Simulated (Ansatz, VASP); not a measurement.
**Cross-check of SnO (Romarchite) between VASP and Ansatz**

One calculation is typed for both programs; each brings its own data sets. How far apart do they land? The cell is taken from a series of runs on this material, whose earlier steps may have relaxed, scaled, displaced or heated it; both programs get it as it stands.

Main program and level: Ansatz 0.2.0; plane waves, with VASP 6.6.1 beside it; zone-centre phonons at PBE with D3(BJ).

## 1. Starting point

The structure is tetragonal, space group P4/nmm (No. 129). The conventional cell has a = 3.837 Å, b = 3.837 Å, c = 4.760 Å, α = 90.00°, β = 90.00°, γ = 90.00°. O has 4 Sn at 2.24 Å nearest. Nearest to Sn lie 4 O at 2.24 Å. Farther neighbours and most contacts between anions are not listed.

## 2. Ansatz: zone-centre phonons, PBE with D3(BJ)

Ansatz runs on its PAW soft_1 files.

Second derivatives magnify differences that forces hide, and they need a tight electronic threshold.

File input.yaml:

```yaml
crystal:
  lattice:
    - [3.8367297119, 0.0, 0.0]
    - [0.0, 3.8367297119, 0.0]
    - [0.0, 0.0, 4.7598365406]
  atoms:
    - { symbol: O, position: [0.0, 0.0, 0.0] }
    - { symbol: O, position: [0.5, 0.5, 0.0] }
    - { symbol: Sn, position: [0.5, 0.0, 0.2432607667] }
    - { symbol: Sn, position: [0.0, 0.5, 0.7567392333] }
kpoints:
  mp_grid: { grid: [12, 12, 10] }
hamiltonian:
  xc: pbe
  dispersion: d3bj
  pseudopotentials: { kind: paw, azcp: { folder: soft_1 } }
scf:
  occupations: { method: methfessel_paxton, width: 0.2 }
output:
  eigenvalues: true
phonons:
  method: dfpt
```

Launch:

```sh
$ ansatz run input.yaml --threads 8 --pin off --max-ram 16384MiB --backend cpu --events-out ev --progress --plain --runs-dir out
```

Numbers of over 12 decimals in the logs are rounded to 6 here.

What it wrote:

```text
zone centre: on kpoints.mp_grid the ground state, and the responses unless they are solved on pairs of k-points, stand on 294 of the mesh's 1440 k-points, reduced under 4 symmetry operations, with k and −k counted as one. Each operation leaves every solved displacement unchanged or reverses it
Engine: ansatz 0.2.0, aarch64-unknown-linux-gnu
Pseudopotentials: kind: paw
Pseudopotential: O, paw, valence charge 6, recommended cutoff 420 eV (normal), soft_1/O.paw.azcp
Pseudopotential: Sn, paw, valence charge 14, recommended cutoff 420 eV (normal), soft_1/Sn.paw.azcp
Functional definition: PBE
  parameter kappa = 0.804
  parameter beta = 0.066725
  exchange = pbe_x(kappa = kappa, mu = beta*pi^2/3)
  correlation = pbe_c(beta = beta)
Crystal: 4 atoms, lattice volume = 70.067 Å³
Basis set: ecut = 420 eV, 1359 PW (Γ), exchange–correlation on 60×60×64 points (8 copies of the dense FFT grid, shifted against one another)
Bands: 24, of which v1, the nominal top of the filled ones, is band 20 counted from 1 (19 counted from 0)
Symmetry: 16 space group operations
k-points: 294 of 1440 (irreducible under 4 space group operations, time reversal used)
Non-local potential: O, projectors of the file, l = 0: 2, l = 1: 2, l = 2: 1
Non-local potential: Sn, projectors of the file, l = 0: 2, l = 1: 2, l = 2: 2, l = 3: 1
PAW form: soft (Blöchl's): semilocal exchange-correlation on the pseudo side does not see the compensation charge
PAW one-centre angular grid: O, 110 points (default); XC on 64 Gauss nodes
PAW one-centre angular grid: Sn, 590 points (default); XC on 64 Gauss nodes
Initial density: superposition of atomic densities (chi_scale 0.1, normalization cell, long waves kept (reshape's long-wave potential 0.15 eV rms))
Initial wavefunctions: pseudopotential atomic-orbital guess
Functional: x = pbe(κ = 0.804, μ = 0.219515), c = pbe(β = 0.066725)
SCF iter   1: F=—  HF=-13184.980467 eV  |F-HF|=—  |Δ(HF+E_count)|=         —  Δρ=4.78e-2  dr2=2.07e0  ethr=3.10e-3  ⟨swp⟩=5.4  Hψ=31463  notcnv=0
preconditioner: auto → Kerker (q_TF=auto, 2.485 Å⁻¹)  [metal: Δε(μ)=0.034 eV  Ē_g=18.358 eV  σ=0.200 eV  W_gap=0.14  n_scr=18 (ndim 8)  ℏωp=28.1 eV  f_vac=0.000  D(μ)=0.22/eV (n_scr^D=0)]
SCF iter   2: F=—  HF=-13184.643551 eV  |F-HF|=—  |Δ(HF+E_count)|=   3.37e-1  S|Δr|=    0.00e0  Δρ=2.56e-2  dr2=7.38e-1  ethr=3.10e-3  ⟨swp⟩=3.0  Hψ=16414  notcnv=0
SCF iter   3: F=—  HF=-13184.510739 eV  |F-HF|=—  |Δ(HF+E_count)|=   1.33e-1  S|Δr|=    0.00e0  Δρ=1.58e-2  dr2=2.16e-1  ethr=1.84e-3  ⟨swp⟩=2.4  Hψ=13501  notcnv=0
SCF iter   4: F=—  HF=-13184.479757 eV  |F-HF|=—  |Δ(HF+E_count)|=   3.10e-2  S|Δr|=    0.00e0  Δρ=4.94e-3  dr2=2.49e-2  ethr=5.39e-4  ⟨swp⟩=2.1  Hψ=10251  notcnv=0
SCF iter   5: F=—  HF=-13184.479290 eV  |F-HF|=—  |Δ(HF+E_count)|=   4.67e-4  S|Δr|=    0.00e0  Δρ=1.51e-3  dr2=3.03e-3  ethr=6.22e-5  ⟨swp⟩=2.6  Hψ=12795  notcnv=0
SCF iter   6: F=—  HF=-13184.480110 eV  |F-HF|=—  |Δ(HF+E_count)|=   8.20e-4  S|Δr|=    0.00e0  Δρ=6.48e-4  dr2=4.75e-4  ethr=7.58e-6  ⟨swp⟩=3.0  Hψ=13025  notcnv=0
SCF iter   7: F=—  HF=-13184.480283 eV  |F-HF|=—  |Δ(HF+E_count)|=   1.72e-4  S|Δr|=    0.00e0  Δρ=2.12e-4  dr2=4.46e-5  ethr=1.19e-6  ⟨swp⟩=2.9  Hψ=13405  notcnv=0
SCF iter   8: F=—  HF=-13184.480302 eV  |F-HF|=—  |Δ(HF+E_count)|=   1.90e-5  S|Δr|=    0.00e0  Δρ=7.85e-5  dr2=3.94e-6  ethr=1.11e-7  ⟨swp⟩=3.0  Hψ=12967  notcnv=0
SCF iter   9: F=—  HF=-13184.480304 eV  |F-HF|=—  |Δ(HF+E_count)|=   2.16e-6  S|Δr|=    0.00e0  Δρ=2.84e-5  dr2=5.05e-7  ethr=9.86e-9  ⟨swp⟩=2.1  Hψ=12641  notcnv=0
SCF iter  10: F=—  HF=-13184.480304 eV  |F-HF|=—  |Δ(HF+E_count)|=   4.59e-8  S|Δr|=    0.00e0  Δρ=5.50e-6  dr2=1.76e-8  ethr=1.26e-9  ⟨swp⟩=2.0  Hψ=12750  notcnv=0
SCF iter  11: F=—  HF=-13184.480304 eV  |F-HF|=—  |Δ(HF+E_count)|=   2.15e-8  S|Δr|=    0.00e0  Δρ=1.22e-6  dr2=6.91e-10  ethr=4.40e-11  ⟨swp⟩=2.0  Hψ=9512  notcnv=0
SCF iter  12: F=—  HF=-13184.480304 eV  |F-HF|=—  |Δ(HF+E_count)|=   1.82e-9  S|Δr|=    0.00e0  Δρ=4.78e-7  dr2=1.44e-10  ethr=1.73e-12  ⟨swp⟩=2.1  Hψ=12840  notcnv=0
SCF iter  13: F=-13184.480304 eV  HF=-13184.480304 eV  |F-HF|=3.64e-12  |Δ(HF+E_count)|=  8.73e-11  S|Δr|=    0.00e0  Δρ=1.09e-7  dr2=7.14e-12  ethr=1.00e-12  ⟨swp⟩=5.1  Hψ=37356  notcnv=0
SCF 1 converged in 13 iterations: F = -13184.480304 eV  dr2 = 7.14e-12
  greatest PAW one-centre occupation: 0.993 electrons in one spin orbital (limit 2), on the Sn atom at site 3 (counted from 0), in its partial waves of l = 2
DFPT response loops at Γ: preconditioner auto → Kerker (q_TF=auto, 2.485 Å⁻¹) (partly filled bands, converged f_vac=0.012); β = 1.00, the filter's whole step (`scf.mixing.beta` (0.50) is not read by the response loops under this deck's `scf.mixing.preconditioner`; to damp them name `kerker` or `kerker_dos`, under which they read `scf.mixing.beta`, and type it under 1.00, their step now; both keys bind the ground state too); Broyden in place of MSR1
SCF converged after 13 iterations
Stability not checked: this state was not tested for a lower state beside it, because cold or Methfessel-Paxton smearing, or corrected tetrahedra, fill the levels in a way that the test cannot read (fill_not_monotonic; see scf.lower_state_search)
Free energy (F): -13184.480304 eV
Harris-Foulkes:  -13184.480304 eV  (|F-HF|=3.64e-12)
Internal energy: -13184.481142 eV  (E = F + TS)
E sigma→0 (E₀):  -13184.480513 eV
Entropy (-TS):   0.000838 eV (0.209 meV/atom)
Fermi energy:    10.020752 eV
Step filling:    the computed levels leave a gap of 0.0000 eV = 0.0 smearing widths at the electron count; against every level under it full and every level over it empty, smearing changes F+E_penalty+E_count by +0.267 meV and its σ→0 estimate by +0.057 meV
--- Per-component energies (eV) ---
  E_band       = -182.031446
  E_kinetic    = 672.011482
  E_local      = -2924.661278  (includes V_loc(G=0)·N_el)
  E_nonlocal   = 395.047226
  E_hartree    = 1375.418277
  E_xc         = -394.712543
  E_vxc        = -342.807834  (∫ρ·V_xc dr)
  E_paw        = -9063.704456  (= ΣΔE_a)
  E_vpaw       = -732.459745  (= ΣTr[D̂ρ^β])
  E_aug_tail   = 0.002076  (compensation charges beyond the density's cutoff)
  E_ewald      = -3242.942322
  E_disp       = -0.939604  (pairwise vdW)
  E_smearing   = 0.000838  (= −TS)
  E_closure    = 0.000000  (closes the sum)
  Σ components = -13184.480304   (vs F -13184.480304, Δ=0.00e0)
--- Band table (eV; the first three rows and the last of 294) ---
  k-point 0: bands = [... 16 lower, 6.6131, 6.9048, 6.9048, 9.9514, 12.1443, 14.4748, 14.4748, 14.6521]
  k-point 1: bands = [... 16 lower, 6.6050, 6.9033, 6.9033, 9.8847, 12.0044, 14.1505, 14.1505, 14.6566]
  k-point 2: bands = [... 16 lower, 6.5836, 6.8992, 6.8992, 9.6301, 11.7597, 13.6189, 13.6189, 14.4674]
  k-point 293: bands = [... 16 lower, 7.2021, 7.2021, 7.5531, 7.5531, 12.2847, 12.2847, 14.1808, 14.1808]
--- Phonons (Γ-DFPT): 4 representative perturbations + reference, on 294 of 1440 k-points (Σ response iterations 14) ---
  k mesh reduced under 4 symmetry operations, with k and −k counted as one. Each operation leaves every solved displacement unchanged or reverses it
  ASR residual: 3.475e-5 → 0.000e0 eV/Å²; symmetrization residual: 2.436e-6 eV/Å²
  pairwise dispersion correction: d3bj (s6 = 1.0, s8 = 0.7875, a1 = 0.4289, a2_bohr = 4.4407), with the weights of each atom's references fixed at the reference crystal's, and the forces and stress that the weights' published response gives there kept as a pressure on the atom's counted neighbours (hamiltonian.dispersion)
  ASR residual per site (eV/Å²): 3.48e-5 3.48e-5 1.77e-5 1.77e-5
  Γ frequencies (cm⁻¹): 0.00 0.00 0.00 110.49 110.49 204.92 255.10 255.10 339.26 360.09 450.23 450.23
  non-analytic LO–TO correction: not included (Born effective charges unavailable; polar crystals: no LO–TO splitting at Γ)
```

[end of part 1 of 2]

[Lines on the potential files, build, host, timing and source positions are cut from VASP's logs without a mark.]

[Logs are printed without paths, hosts, clocks, repeated set-up lines and the standing remarks that a program may print on its own settings, such as how far it seeks lower states.]

[Hosts, paths, dates, database ids (printed as entryN), source tags and the programs' standing remarks are cut or masked in the printed files.]
